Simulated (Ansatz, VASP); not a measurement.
## Two plane-wave programs on Na3Sb3Au

The input INCAR:

```
SYSTEM = Na3Sb3Au
PREC = Accurate
ENCUT = 600
EDIFF = 1E-7
ISMEAR = 0
SIGMA = 0.1
LREAL = .FALSE.
LASPH = .TRUE.
NELM = 100
ALGO = Normal
ISIF = 3
LWAVE = .FALSE.
LCHARG = .FALSE.
GGA = PE
IBRION = 2
NSW = 100
EDIFFG = -0.01
```

Contents of KPOINTS:

```
regular mesh
0
G
  6 6 6
  0 0 0
```

File POSCAR:

```
Na3Sb3Au
1.0
    5.9789469485      0.0000000000      0.0000000000
    0.0000000000      5.9789469485      0.0000000000
    0.0000000000      0.0000000000      5.9789469485
Na Sb Au
3 3 1
Direct
    0.5000000000      0.5000000000      0.0000000000
    0.0000000000      0.5000000000      0.5000000000
    0.5000000000      0.0000000000      0.5000000000
    0.5000000000      0.0000000000      0.0000000000
    0.0000000000      0.5000000000      0.0000000000
    0.0000000000      0.0000000000      0.5000000000
    0.5000000000      0.5000000000      0.5000000000
```

Input for Ansatz:

```yaml
crystal:
  lattice:
    - [5.9789469485, 0.0, 0.0]
    - [0.0, 5.9789469485, 0.0]
    - [0.0, 0.0, 5.9789469485]
  atoms:
    - { symbol: Na, position: [0.5, 0.5, 0.0] }
    - { symbol: Na, position: [0.0, 0.5, 0.5] }
    - { symbol: Na, position: [0.5, 0.0, 0.5] }
    - { symbol: Sb, position: [0.5, 0.0, 0.0] }
    - { symbol: Sb, position: [0.0, 0.5, 0.0] }
    - { symbol: Sb, position: [0.0, 0.0, 0.5] }
    - { symbol: Au, position: [0.5, 0.5, 0.5] }
basis:
  ecutwfc: 420
kpoints:
  mp_grid: { grid: [6, 6, 6] }
hamiltonian:
  xc: pbe
scf:
  occupations: { method: gaussian, width: 0.1 }
output:
  forces: true
  stress: true
  eigenvalues: true
  write_density: true
  write_potential: true
  elf: true
  volumetric_format: npy
relax:
  adjacent_minimum: "off"
  f_tol: 0.01
  max_steps: 80
  cell: { stress_tol: 0.05 }
```

Change from the starting cell: species swapped into the Ce3GaBr3 type (Pm-3m, No. 221).

Alike in both runs: task relaxation of cell and atoms; functional PBE; k mesh 6 × 6 × 6; occupations gaussian, width 0.1 eV; no spin polarisation.

|  | VASP | Ansatz |
| --- | --- | --- |
| version | VASP 6.6.1 | Ansatz 0.2.0 |
| potentials or method | VASP PAW PBE potentials, release 64 (Na_pv, Sb, Au) | scalar-relativistic, plane waves, PAW |
| plane-wave cutoff (eV) | 600 | 420 |
| valence electrons in the cell | 47 | 91 |

VASP gave:

- gap on the k mesh at the Fermi level, each at its own relaxed structure (eV): none
- relaxed volume (Å³/atom): 30.62
- relaxed cell length with the largest relative difference (Å): 5.985

Q: Estimate Ansatz's values.

A: gap on the k mesh at the Fermi level, each at its own relaxed structure (eV): none; relaxed volume (Å³/atom): 30.64; relaxed cell length with the largest relative difference (Å): 5.986.

A gap of «none» marks a metal or a gap that the smearing closes. The two sets of potentials don't hold the same shells in valence.

The runs have no spin-orbit coupling, so splittings on Au, Sb are missing.
